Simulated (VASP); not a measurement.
Given:

```
CELL_PARAMETERS angstrom
      0.00000     3.43733     3.43733
      3.43733     0.00000     3.43733
      3.43733     3.43733     0.00000
ATOMIC_POSITIONS crystal
  Mg 0.25000 0.25000 0.25000
  Mg 0.75000 0.75000 0.75000
  Sn 0.00000 0.00000 0.00000
```

Level of theory: RPBE GGA, VASP's PBE PAW potentials (set 64) (plane waves; VASP 6.6.1). Run with 520 eV cut-off, Gaussian smearing of 0.050 eV, potentials Mg Sn_d.

Unless said otherwise, spin-orbit coupling is left out, though it shifts the bands of the heavy elements here.

Task: What does the run give for the band gap (along the path) with the smallest direct gap where there is one?

Result: 
```yaml
band gap (along the path): none (metal, semimetal or under 0.01 eV)
```

The absolute energy has meaning only against runs of the same code, potentials and settings.

The compound is Mg2Sn in the antifluorite structure. It was relaxed first, which changed the volume by +5 %.
